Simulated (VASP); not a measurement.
Energy against volume of CaF2 (fluorite). Method: rev-vdW-DF2, VASP's PBE PAW potentials (set 64) (plane waves; VASP). Settings: 520 eV cut-off, 7×7×7 Γ-centred mesh, Gaussian smearing of 0.050 eV, potentials Ca_sv F.

| V (Å³/atom) | E (eV/atom) |
|---|---|
| 12.794 | -4.05758 |
| 13.203 | -4.06924 |
| 13.611 | -4.07327 |
| 14.020 | -4.07079 |

**Question.** Fit these four points and predict the energy of the run at 14.428 Å³/atom.

**Answer.** A cubic in V^(−2/3), the third-order Birch-Murnaghan form, passes through the four points with V0 = 13.65 Å³/atom and B0 = 84 GPa, and gives -4.0627 eV/atom there. The run gave -4.0629 eV/atom, -0.1 meV/atom from the fit; all five points give B0 = 83 GPa.

The compound is CaF2 in the fluorite structure. It was relaxed first.
